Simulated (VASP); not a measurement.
Data:

```
CELL_PARAMETERS angstrom
      1.54071    -2.66859     0.00000
      1.54071     2.66859     0.00000
      0.00000     0.00000    10.07934
ATOMIC_POSITIONS crystal
  La 0.00000 0.00000 0.50000
  La 0.00000 0.00000 0.00000
  La 0.33333 0.66667 0.25000
  La 0.66667 0.33333 0.75000
```

All values below come from PBEsol GGA, VASP's PBE PAW potentials (set 64) (plane waves; VASP). Run with 500 eV cut-off, 11×11×3 Γ-centred mesh, first-order Methfessel-Paxton smearing of 0.10 eV, potentials La.

The ions, cell shape and volume at an external pressure of 30.0 GPa are relaxed. Give the cell that the relaxation ends in.

```
CELL_PARAMETERS angstrom
      1.53591    -2.66028     0.00000
      1.53591     2.66028     0.00000
      0.00000     0.00000    10.15506
ATOMIC_POSITIONS crystal
  La 0.00000 0.00000 0.50000
  La 0.00000 0.00000 0.00000
  La 0.33333 0.66667 0.25000
  La 0.66667 0.33333 0.75000
```
Space group P6_3/mmc (194), at a tolerance of 0.03 Å.

How do energy and volume change from the first to the last step?

The energy (σ→0) changes by -5.9 meV/atom and the volume by +0.1 %, in 3 ionic steps.

The compound is La in the dhcp structure. This run relaxes it under an external pressure of 30 GPa. Symmetry was kept, so distortions that lower it aren't found.
